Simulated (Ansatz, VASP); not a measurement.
# Ni (Nickel): VASP beside Ansatz

Wanted: the spread between two codes on one cell, functional and k mesh.

Method: plane waves, with VASP 6.6.1 beside it; single point at r2SCAN, in Ansatz 0.2.0.

**1. Set-up**

The structure is cubic, space group Fm-3m (No. 225). The conventional cell has a = 3.524 Å, b = 3.524 Å, c = 3.524 Å, α = 90.00°, β = 90.00°, γ = 90.00°. Nearest to Ni lie 12 Ni at 2.49 Å.

Structure file:

```xyz
1
Lattice="0.0000 1.7619 1.7619 1.7619 0.0000 1.7619 1.7619 1.7619 0.0000" Properties=species:S:1:pos:R:3 pbc="T T T"
Ni    0.0000    0.0000    0.0000
```

**2. VASP: single point, r2SCAN**

A single point gives forces, pressure and levels at one fixed geometry, so differences don't come from the geometry; what else differs is listed under the comparison.

Lines of VASP's logs that name or quote its potential files are left out, and so is its time.

INCAR reads:

```
SYSTEM = Ni
PREC = Accurate
ENCUT = 400
EDIFF = 1E-06
NELM = 100
ISMEAR = 1
SIGMA = 0.2
LREAL = .FALSE.
ALGO = Normal
METAGGA = R2SCAN
LASPH = .TRUE.
NBANDS = 11
ISPIN = 2
MAGMOM = 1
LMAXMIX = 4
LORBIT = 11
LWAVE = .FALSE.
LCHARG = .FALSE.
KPAR = 2
ISIF = 2
```

POSCAR reads:

```
Ni
1.0
    0.0000000000      1.7619350000      1.7619350000
    1.7619350000      0.0000000000      1.7619350000
    1.7619350000      1.7619350000      0.0000000000
Ni
1
Direct
    0.0000000000      0.0000000000      0.0000000000
```

KPOINTS reads:

```
Automatic mesh
0
Gamma
11 11 11
0 0 0
```

PAW data sets: Ni (PBE family, release 64).

Started as:

```sh
$ mpirun -np 2 vasp_std
```

Numbers of over 12 decimals in the logs are rounded to 6 here.

Log:

```text
[banner, memory and clock lines left out]
running    2 mpi-ranks, on    1 nodes
 distrk:  each k-point on    1 cores,    2 groups
 distr:  one band on    1 cores,    1 groups

 POSCAR found type information on POSCAR Ni
 POSCAR found :  1 types and       1 ions
|                                                                             |
|               ----> ADVICE to this user running VASP <----                  |
|                                                                             |
|     You enforced a specific xc type in the INCAR file but a different       |
|     [... a line on the potential file left out ...]
|     I HOPE YOU KNOW WHAT YOU ARE DOING!                                     |
|                                                                             |

 LDA part: xc-table for (None), standard interpolation
 POSCAR, INCAR and KPOINTS ok, starting setup
 FFT: planning ... GRIDC
 FFT: planning ... GRID_SOFT
 FFT: planning ... GRID
 WAVECAR not read
 entering main loop
       N       E                     dE             d eps       ncg     rms          rms(c)
DAV:   1     0.184492457770E+02    0.18449E+02   -0.39730E+03  2534   0.975E+02
DAV:   2    -0.134738631481E+02   -0.31923E+02   -0.30067E+02  2572   0.160E+02
DAV:   3    -0.142869660006E+02   -0.81310E+00   -0.80751E+00  2803   0.306E+01
DAV:   4    -0.142946368078E+02   -0.76708E-02   -0.76683E-02  2874   0.252E+00
DAV:   5    -0.142947960338E+02   -0.15923E-03   -0.15922E-03  2825   0.339E-01    0.107E+01
DAV:   6    -0.124798155491E+02    0.18150E+01   -0.21486E+01  3004   0.691E+01    0.825E+00
DAV:   7    -0.119208209866E+02    0.55899E+00   -0.45309E+00  2974   0.258E+01    0.219E+00
DAV:   8    -0.119239606258E+02   -0.31396E-02   -0.32297E-02  2629   0.196E+00    0.120E+00
DAV:   9    -0.119226284699E+02    0.13322E-02   -0.27979E-03  3146   0.514E-01    0.476E-01
DAV:  10    -0.119224261896E+02    0.20228E-03   -0.73785E-03  2905   0.101E+00    0.941E-02
DAV:  11    -0.119225996276E+02   -0.17344E-03   -0.62150E-04  3212   0.316E-01    0.639E-02
DAV:  12    -0.119226400064E+02   -0.40379E-04   -0.36570E-05  2958   0.703E-02    0.499E-02
DAV:  13    -0.119227314851E+02   -0.91479E-04   -0.35274E-04  2830   0.216E-01    0.177E-02
DAV:  14    -0.119227415705E+02   -0.10085E-04   -0.10401E-05  2930   0.328E-02    0.636E-03
DAV:  15    -0.119227341895E+02    0.73810E-05   -0.80047E-06  2519   0.310E-02    0.671E-03
DAV:  16    -0.119227432019E+02   -0.90123E-05   -0.64805E-06  2090   0.290E-02    0.210E-03
DAV:  17    -0.119227416575E+02    0.15444E-05   -0.47971E-08  1298   0.287E-03    0.388E-04
DAV:  18    -0.119227418675E+02   -0.21005E-06   -0.67829E-09  1289   0.115E-03
   1 F= -.11922742E+02 E0= -.11921571E+02  d E =-.351262E-02  mag=     0.7550
```

From OUTCAR (step 2):

```text
ion  position               nearest neighbor table
   1  0.000  0.000  0.000-

  LATTYP: Found a face centered cubic cell.
 ALAT       =     3.5238700000

 Subroutine GETGRP returns: Found 48 space group operations
 (whereof 48 operations were pure point group operations)

The static configuration has the point symmetry O_h .

 Found     56 irreducible k-points:

   k-points           NKPTS =     56   k-points in BZ     NKDIM =     56   number of bands    NBANDS=     11

   dimension x,y,z NGX =    16 NGY =   16 NGZ =   16
   dimension x,y,z NGXF=    32 NGYF=   32 NGZF=   32

   ENCUT  =  400.0 eV  29.40 Ry    5.42 a.u.   4.06  4.06  4.06*2*pi/ulx,y,z

   NELECT =      10.0000    total number of electrons

 k-points in reciprocal lattice and weights: Automatic mesh
   0.00000000  0.00000000  0.00000000       0.001
   0.09090909  0.00000000  0.00000000       0.006
   0.18181818  0.00000000  0.00000000       0.006
   0.27272727  0.00000000  0.00000000       0.006
   0.36363636  0.00000000  0.00000000       0.006
   0.45454545  0.00000000  0.00000000       0.006
   0.09090909  0.09090909  0.00000000       0.005
   0.18181818  0.09090909  0.00000000       0.018
   0.27272727  0.09090909  0.00000000       0.018
[...]
-0.36363636  0.45454545  0.18181818       0.018
  -0.27272727  0.45454545  0.18181818       0.018

 average (electrostatic) potential at core
       1 -87.4683

 E-fermi :   9.2577

 spin component 1
 k-point     1 :       0.0000    0.0000    0.0000
  band No.  band energies     occupation
    ...
      2       6.2815      1.00000
      3       6.2815      1.00000
      4       6.2815      1.00000
      5       7.5725      1.00000
      6       7.5725      1.00000
      7      33.7451      0.00000
      8      37.8386      0.00000
      9      37.8386      0.00000
     10      37.8389      0.00000
     11      40.4363      0.00000

 k-point     2 :       0.0909    0.0000    0.0000
  band No.  band energies     occupation
    ...
      2       6.2044      1.00000
      3       6.3505      1.00000
      4       6.3505      1.00000
      5       7.5451      1.00000
      6       7.5451      1.00000
      7      32.2187      0.00000
      8      35.2396      0.00000
      9      37.0481      0.00000
     10      37.0483      0.00000
     11      41.5927      0.00000

 k-point     3 :       0.1818    0.0000    0.0000
  band No.  band energies     occupation
    ...
      2       6.0411      1.00000
      3       6.4894      1.00000
      4       6.4896      1.00000
      5       7.5254      1.00000
      6       7.5255      1.00000
      7      27.5867      0.00000
      8      34.4131      0.00000
      9      36.0027      0.00000
     10      36.0028      0.00000
     11      42.0181      0.00000

 k-point     4 :       0.2727    0.0000    0.0000
  band No.  band energies     occupation
    ...
      2       6.0432      1.00000
      3       6.5323      1.00000
      4       6.5326      1.00000
      5       7.6601      1.00000
      6       7.6604      1.00000
      7      22.8254      0.00000
      8      33.6003      0.00000
      9      35.2746      0.00000
     10      35.2747      0.00000
     11      40.6389      0.00000

 k-point     5 :       0.3636    0.0000    0.0000
  band No.  band energies     occupation
    ...
      2       6.4544      1.00000
      3       6.4547      1.00000
      4       6.8370      1.00000
      5       7.9242      1.00000
      6       7.9245      1.00000
      7      18.5573      0.00000
      8      32.7573      0.00000
      9      34.8909      0.00000
     10      34.8914      0.00000
     11      38.7245      0.00000

 k-point     6 :       0.4545    0.0000    0.0000
  band No.  band energies     occupation
    ...
      2       6.3796      1.00000
      3       6.3798      1.00000
      4       8.1206      1.00000
      5       8.1210      1.00000
      6       8.4640      1.00000
      7      15.3811      0.00000
      8      32.2454      0.00000
      9      34.7768      0.00000
     10      34.7778      0.00000
     11      37.6118      0.00000

  Total       -0.5322535     -0.5322535     -0.5322535      0.0000000      0.0000000      0.0000000
  in kB      -77.9523979    -77.9523979    -77.9523979      0.0000000      0.0000000      0.0000000
  external PRESSURE =     -77.9523979 kB  Pullay stress =       0.0000000 kB

  energy-cutoff  :      400.00
  volume of cell :       10.94
      direct lattice vectors                 reciprocal lattice vectors
     0.000000000  1.761935000  1.761935000    -0.283778914  0.283778914  0.283778914
     1.761935000  0.000000000  1.761935000     0.283778914 -0.283778914  0.283778914
     1.761935000  1.761935000  0.000000000     0.283778914  0.283778914 -0.283778914

 POSITION                                       TOTAL-FORCE (eV/Angst)
 -----------------------------------------------------------------------------------
      0.00000      0.00000      0.00000         0.000000      0.000000      0.000000
 -----------------------------------------------------------------------------------
    total drift:                                0.000000      0.000000     -0.000000

  FREE ENERGIE OF THE ION-ELECTRON SYSTEM (eV)
  ---------------------------------------------------
  free  energy   TOTEN  =       -11.9227418675 eV

  energy  without entropy=      -11.9192292456  energy(sigma->0) =      -11.92157099

 total charge
# of ion       s       p       d       tot
------------------------------------------
    1        0.513   0.517   8.301   9.331

 magnetization (x)
# of ion       s       p       d       tot
------------------------------------------
    1       -0.010  -0.042   0.830   0.778

[... 6 further parts left out ...]
```

SCAN-type functionals tend to overstate the moments of itinerant magnets.

**3. Ansatz: single point, r2SCAN**

Ansatz runs on its default PAW (the set named soft_2) files.

The same cell, functional, mesh and smearing now go to Ansatz, which takes its cutoff from its data sets.

input.yaml reads:

```yaml
crystal:
  lattice:
    - [0.0, 1.761935, 1.761935]
    - [1.761935, 0.0, 1.761935]
    - [1.761935, 1.761935, 0.0]
  atoms:
    - { symbol: Ni, position: [0.0, 0.0, 0.0], spin: 1.0 }
hamiltonian:
  xc: r2scan
  pseudopotentials: { kind: paw }
magnetization:
  spin_polarized: true
kpoints:
  mp_grid: { grid: [11, 11, 11] }
scf:
  occupations: { method: methfessel_paxton, width: 0.2 }
  n_extra_bands: 6
output:
  forces: true
  stress: true
  eigenvalues: true
```

Started as:

```sh
$ ansatz run input.yaml --threads 2 --pin off --max-ram 4608MiB --backend cpu --events-out ev --progress --plain --runs-dir out
```

Log:

```text
scf.n_extra_bands = 6 over 9 filled bands (N_el = 18.0): the run solves 15 bands
Engine: ansatz 0.2.0, aarch64-unknown-linux-gnu
Pseudopotentials: kind: paw
Pseudopotential: Ni, paw, valence charge 18, recommended cutoff 500 eV (meta_gga), Ni.paw.azcp
Functional definition: r2SCAN
  parameter k0 = 0.174
  parameter k1 = 0.065
  parameter a1 = 4.9479
  exchange = r2scan_x(k0 = k0, k1 = k1, a1 = a1)
  correlation = r2scan_c
Crystal: 1 atoms, lattice volume = 10.940 Å³
Basis set: ecut = 500 eV, 283 PW (Γ), exchange–correlation on 80×80×80 points (64 copies of the dense FFT grid, shifted against one another)
Bands: 15, of which v1, the nominal top of the filled ones, is band 9 counted from 1 (8 counted from 0)
Symmetry: 48 space group operations
Space group: Fm-3m (ITA 225), of the structure as read, at distance tolerance 2.2e-5 Å
Magnetic group: BNS 225.116 (UNI 1618), of the structure as read, at distance tolerance 2.2e-5 Å
k-points: 56 of 1331
Non-local potential: Ni, projectors of the file, l = 0: 3, l = 1: 2, l = 2: 3, l = 3: 1
PAW form: soft (Blöchl's): semilocal exchange-correlation on the pseudo side does not see the compensation charge
PAW frozen core: Ni, regenerated for the run's functional (the file was generated under x = pbe(κ = 0.804, μ = 0.219515), c = pbe(β = 0.066725))
PAW one-centre angular grid: Ni, 590 points (default); XC on 160 Gauss nodes
Initial density: superposition of atomic densities (chi_scale 0.1, normalization cell)
Starting moments: Σ|m| = 1 μB on 1 of 1 site
Initial wavefunctions: pseudopotential atomic-orbital guess
Functional: x = r2scan, c = r2scan; τ floored in thin density (d = 2e-4 eV/Å³)
iter 1 solved again at ethr=2.18e-3 eV; its pass at ethr=3.10e-3 eV (dr2=3.93e-1 eV) is discarded
SCF iter   1: F=—  HF=-5844.469598 eV  |F-HF|=—  |Δ(HF+E_count)|=         —  Δρ=6.01e-2 (↑1.14e-2 ↓6.01e-2)  dr2=2.36e-1  dr2_τ=4.55e-3  dr2_m=1.01e-1  M=0.983 μB ∫|m|=1.070 μB  β_m=1.00  ethr=2.18e-3  ⟨swp⟩=3.2  Hψ=12769  notcnv=0
Mixer restart at iter 1: flushing history
preconditioner: auto → none  [metal: Δε(μ)=0.009 eV  Ē_g=19.507 eV  σ=0.200 eV  W_gap=0.03  n_scr=0 (ndim 8)  ℏωp=35.5 eV  f_vac=0.000  D(μ)=1.53/eV (n_scr^D=14)]
SCF iter   2: F=—  HF=-5844.172959 eV  |F-HF|=—  |Δ(HF+E_count)|=         —  Δρ=7.06e-2 (↑1.61e-2 ↓7.06e-2)  dr2=2.16e-1  dr2_τ=1.47e-3  dr2_m=1.54e-1  M=1.122 μB ∫|m|=1.314 μB  β_m=1.00  ethr=1.31e-3  ⟨swp⟩=3.3  Hψ=3862  notcnv=0  defer=33
Mixer restart at iter 2: flushing history
SCF iter   3: F=—  HF=-5846.151215 eV  |F-HF|=—  |Δ(HF+E_count)|=    1.98e0  Δρ=2.02e-1 (↑8.91e-2 ↓2.02e-1)  dr2=5.10e0  dr2_τ=4.96e-3  dr2_m=3.52e-1  M=0.758 μB ∫|m|=0.948 μB  β_m=0.92  ethr=2.78e-4  ⟨swp⟩=2.9  Hψ=4344  notcnv=0  defer=130
SCF iter   4: F=—  HF=-5845.182038 eV  |F-HF|=—  |Δ(HF+E_count)|=   9.69e-1  Δρ=5.72e-2 (↑2.05e-2 ↓5.72e-2)  dr2=2.75e-1  dr2_τ=1.26e-2  dr2_m=4.30e-2  M=0.923 μB ∫|m|=1.117 μB  β_m=1.00  ethr=2.78e-4  ⟨swp⟩=3.4  Hψ=4936  notcnv=0  defer=136  κ⁻¹=1.0e0(r=1)
SCF iter   5: F=—  HF=-5845.180729 eV  |F-HF|=—  |Δ(HF+E_count)|=   1.31e-3  Δρ=1.70e-2 (↑9.90e-3 ↓1.70e-2)  dr2=5.35e-2  dr2_τ=6.41e-5  dr2_m=1.56e-3  M=0.865 μB ∫|m|=1.060 μB  β_m=1.00  ethr=2.78e-4  ⟨swp⟩=2.1  Hψ=4072  notcnv=0  defer=139  κ⁻¹=7.4e-4(r=2)
SCF iter   6: F=—  HF=-5845.238233 eV  |F-HF|=—  |Δ(HF+E_count)|=   5.75e-2  Δρ=1.04e-2 (↑3.50e-3 ↓1.04e-2)  dr2=1.26e-2  dr2_τ=2.42e-5  dr2_m=1.86e-3  M=0.849 μB ∫|m|=1.042 μB  β_m=1.00  ethr=2.78e-4  ⟨swp⟩=1.0  Hψ=1962  notcnv=0  defer=139  κ⁻¹=1.3e-4(r=3)
SCF iter   7: F=—  HF=-5845.260276 eV  |F-HF|=—  |Δ(HF+E_count)|=   2.20e-2  Δρ=7.67e-3 (↑2.36e-3 ↓7.67e-3)  dr2=6.24e-3  dr2_τ=1.18e-5  dr2_m=1.07e-3  M=0.834 μB ∫|m|=1.022 μB  β_m=1.00  ethr=7.02e-5  ⟨swp⟩=1.0  Hψ=1681  notcnv=0  defer=139  κ⁻¹=1.5e-5(r=4)
[...]
SCF iter  10: F=—  HF=-5845.269577 eV  |F-HF|=—  |Δ(HF+E_count)|=         —  Δρ=3.73e-3 (↑2.87e-3 ↓3.73e-3)  dr2=5.63e-5  dr2_τ=6.15e-6  dr2_m=1.09e-3  M=0.798 μB ∫|m|=0.969 μB  β_m=1.20  ethr=2.31e-7  ⟨swp⟩=2.0  Hψ=2688  notcnv=0  defer=139
Mixer restart at iter 10: flushing history
iteration 10: the input's own smearing fills from here on; a Gaussian of 0.2 eV has filled iterations ahead of it
SCF iter  11: F=—  HF=-5845.269783 eV  |F-HF|=—  |Δ(HF+E_count)|=   2.06e-4  S|Δr|=    0.00e0  Δρ=4.54e-4 (↑3.66e-4 ↓4.54e-4)  dr2=1.84e-6  dr2_τ=8.37e-7  dr2_m=1.40e-5  M=0.800 μB ∫|m|=0.970 μB  β_m=1.20  ethr=2.31e-7  ⟨swp⟩=2.0  Hψ=2568  notcnv=0  defer=139  κ⁻¹=1.0e0(r=1)
SCF iter  12: F=—  HF=-5845.269964 eV  |F-HF|=—  |Δ(HF+E_count)|=   1.80e-4  S|Δr|=    0.00e0  Δρ=3.80e-4 (↑2.08e-4 ↓3.80e-4)  dr2=4.31e-6  dr2_τ=5.08e-8  dr2_m=6.59e-6  M=0.802 μB ∫|m|=0.971 μB  β_m=1.20  ethr=1.02e-8  ⟨swp⟩=2.1  Hψ=2627  notcnv=0  defer=139  κ⁻¹=1.7e-3(r=2)
SCF iter  13: F=—  HF=-5845.269978 eV  |F-HF|=—  |Δ(HF+E_count)|=   1.49e-5  S|Δr|=    0.00e0  Δρ=2.97e-4 (↑1.92e-4 ↓2.97e-4)  dr2=2.15e-6  dr2_τ=3.58e-8  dr2_m=4.51e-6  M=0.802 μB ∫|m|=0.972 μB  β_m=1.20  ethr=1.02e-8  ⟨swp⟩=2.2  Hψ=2000  notcnv=0  defer=139  κ⁻¹=1.8e-4(r=3)
SCF iter  14: F=—  HF=-5845.270023 eV  |F-HF|=—  |Δ(HF+E_count)|=   4.41e-5  S|Δr|=    0.00e0  Δρ=2.03e-4 (↑1.22e-4 ↓2.03e-4)  dr2=8.92e-7  dr2_τ=1.03e-8  dr2_m=2.18e-6  M=0.805 μB ∫|m|=0.975 μB  β_m=1.20  ethr=1.02e-8  ⟨swp⟩=2.0  Hψ=2524  notcnv=0  defer=139  κ⁻¹=5.6e-5(r=4)
SCF iter  15: F=—  HF=-5845.270061 eV  |F-HF|=—  |Δ(HF+E_count)|=   3.83e-5  S|Δr|=    0.00e0  Δρ=5.84e-5 (↑5.69e-5 ↓5.84e-5)  dr2=1.04e-8  dr2_τ=5.03e-10  dr2_m=3.20e-7  M=0.807 μB ∫|m|=0.978 μB  β_m=1.20  ethr=5.56e-10  ⟨swp⟩=8.5  Hψ=9757  notcnv=0  κ⁻¹=4.2e-6(r=5)
SCF iter  16: F=—  HF=-5845.270067 eV  |F-HF|=—  |Δ(HF+E_count)|=   6.12e-6  S|Δr|=    0.00e0  Δρ=5.81e-5 (↑4.99e-5 ↓5.81e-5)  dr2=8.42e-9  dr2_τ=4.56e-10  dr2_m=2.85e-7  M=0.808 μB ∫|m|=0.979 μB  β_m=1.20  ethr=5.75e-11  ⟨swp⟩=5.4  Hψ=7482  notcnv=0  κ⁻¹=6.1e-7(r=6)
SCF iter  17: F=—  HF=-5845.270075 eV  |F-HF|=—  |Δ(HF+E_count)|=   8.06e-6  S|Δr|=    0.00e0  Δρ=1.56e-5 (↑9.00e-6 ↓1.56e-5)  dr2=2.92e-9  dr2_τ=2.98e-11  dr2_m=1.48e-8  M=0.809 μB ∫|m|=0.981 μB  β_m=1.20  ethr=4.68e-11  ⟨swp⟩=6.6  Hψ=8268  notcnv=0  κ⁻¹=1.1e-7(r=7)
SCF iter  18: F=-5845.270076 eV  HF=-5845.270076 eV  |F-HF|=3.16e-9  |Δ(HF+E_count)|=   4.27e-7  S|Δr|=    0.00e0  Δρ=2.49e-6 (↑2.49e-6 ↓1.35e-6)  dr2=7.95e-10  dr2_τ=3.19e-12  dr2_m=5.68e-11  M=0.810 μB ∫|m|=0.982 μB  ethr=1.62e-11  ⟨swp⟩=5.3  Hψ=7413  notcnv=0
SCF 1 converged in 18 iterations: F = -5845.270076 eV  dr2 = 7.95e-10
  greatest PAW one-centre occupation: 1.001 electrons in one spin orbital (limit 2), on the Ni atom at site 0 (counted from 0), in its partial waves of l = 1
this state was not tested for a lower state beside it, because cold or Methfessel-Paxton smearing, or corrected tetrahedra, fill the levels in a way that the test cannot read (fill_not_monotonic; see scf.lower_state_search)
SCF converged after 18 iterations
Magnetization: 0.8098 μB (9.4049 up, 8.5951 down)
Absolute magnetization: 0.9828 μB (∫|ρ↑−ρ↓|, with the PAW one-centre terms)
Spin contamination: 0.0236 ħ² per cell (⟨S²⟩ above its minimum at these occupations)
Per-site moments (μB) at R_I (Å): [(0.878526, 1.027848)]
Free energy (F): -5845.270076 eV
Harris-Foulkes:  -5845.270076 eV  (|F-HF|=3.16e-9)
Internal energy: -5845.268013 eV  (E = F + TS)
E sigma→0 (E₀):  -5845.269560 eV
Entropy (-TS):   -0.002063 eV (-2.063 meV/atom)
Fermi energy:    18.013203 eV
--- Per-component energies (eV) ---
  E_band       = -313.116809
  E_kinetic    = 281.273262
  E_local      = -3450.924362  (includes V_loc(G=0)·N_el)
  E_nonlocal   = 640.101193
  E_hartree    = 1442.172264
  E_xc         = -78.571733
  E_vxc        = -116.644168  (∫ρ·V_xc dr)
  E_paw        = -1643.917350  (= ΣΔE_a)
  E_vpaw       = -559.917469  (= ΣTr[D̂ρ^β])
  E_aug_tail   = 0.000227  (compensation charges beyond the density's cutoff)
  E_vtau       = 8.647871  (kinetic-family band-sum trace: ∫τ·v_τ [+ j·A + Jᵃ·Aᵃ] dr)
  E_ewald      = -3035.101444
  E_core_change = -0.300069  (= ΣΔE_core)
  E_smearing   = -0.002063  (= −TS)
  E_closure    = 0.000000  (closes the sum)
  Σ components = -5845.270076   (vs F -5845.270076, Δ=0.00e0)
--- Forces (eV/Å), atoms counted from 1 ---
  atom   1  Ni    -0.00000000     0.00000000     0.00000000
  max |Σ_I F_I| component: 7.40e-32 eV/Å
--- Stress (GPa, compression-positive) ---
       -7.083502      -0.000000       0.000000
        0.000000      -7.083502      -0.000000
       -0.000000       0.000000      -7.083502
  P = ⅓ Tr σ = -7.0835 GPa (-70.835 kbar)
--- Band table (eV; the first three rows and the last of 112) ---
  k-point 0 ↑: bands = [... 5 lower, 14.9301, 14.9301, 14.9301, 16.2435, 16.2435, 42.2219, 46.3480, 46.3480, ... 2 higher]
  k-point 1 ↑: bands = [... 5 lower, 14.8526, 14.9995, 14.9995, 16.2159, 16.2159, 40.7489, 43.7433, 45.5509, ... 2 higher]
  k-point 2 ↑: bands = [... 5 lower, 14.6891, 15.1404, 15.1404, 16.1957, 16.1957, 36.1911, 42.9055, 44.5194, ... 2 higher]
  k-point 55 ↓: bands = [... 5 lower, 15.2243, 15.6956, 17.0130, 18.5374, 25.4201, 25.4803, 28.6138, 30.6855, ... 2 higher]
```

Run time: 3.8 s. Hardware: 2 threads of Arm Neoverse V2, shared host; peak memory 0.31 GiB.

The run ends at a pressure of -7.08 GPa.

**4. Comparison**

Known differences besides the potentials themselves: VASP keeps PBE cores, Ansatz makes them for the functional; the data sets hold 18 valence electrons in Ansatz (default PAW (the set named soft_2) files) and 10 in VASP; the cutoff is 500 eV in Ansatz and 400 eV in VASP; site moments are counted in spheres of each program's own size. Total energies have different zeros and are not compared.

Compared:

```csv
quantity,Ansatz,VASP,difference
pressure (GPa),-7.08,-7.80,+0.71
pressure without Ansatz's Pulay correction (GPa),-7.27,-7.80,+0.53
total moment (μB),0.81,0.76,+0.05
moment on Ni1 (μB),0.88,0.78,+0.10
```

Ansatz's pressure holds a Pulay correction of 0.18 GPa; VASP's holds none.

**5. Outcome**

```json
{
  "difference in total moment (single point, r2SCAN)": "0.055 μB",
  "difference in pressure (single point, r2SCAN)": "0.71 GPa"
}
```

In words: The difference in pressure is 0.71 GPa (single point, r2SCAN), within the 1 GPa picked in this series as the mark of a large difference. Such differences can come from data sets, numerical settings and the points named under the comparisons, not from the functional's error against experiment.

[Lines on the potential files, build, host, timing and source positions are cut from VASP's logs without a mark.]

[Logs are printed without paths, hosts, clocks, repeated set-up lines and the standing remarks that a program may print on its own settings, such as how far it seeks lower states.]

[Hosts, paths, dates, database ids (printed as entryN), source tags and the programs' standing remarks are cut or masked in the printed files.]
